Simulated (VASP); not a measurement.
Given:

```
CELL_PARAMETERS angstrom
      0.00000     2.74479     2.74479
      2.74479     0.00000     2.74479
      2.74479     2.74479     0.00000
ATOMIC_POSITIONS crystal
  Si 0.00000 0.00000 0.00000
  Si 0.25000 0.25000 0.25000
```

Level of theory: PBEsol GGA, VASP's PBE PAW potentials (set 64) (plane waves; VASP). Run with 520 eV cut-off, 8×8×8 Γ-centred mesh, Gaussian smearing of 0.050 eV, potentials Si.

Q: Give the stress tensor in GPa (positive for a compressed cell).

A: 
```
-2.60   0.00   0.00
 0.00  -2.60   0.00
 0.00   0.00  -2.60
```
The pressure is its mean diagonal, -2.60 GPa.

The compound is Si in the diamond structure. This cell is one point of a volume scan, at 1.03 of the reference volume.
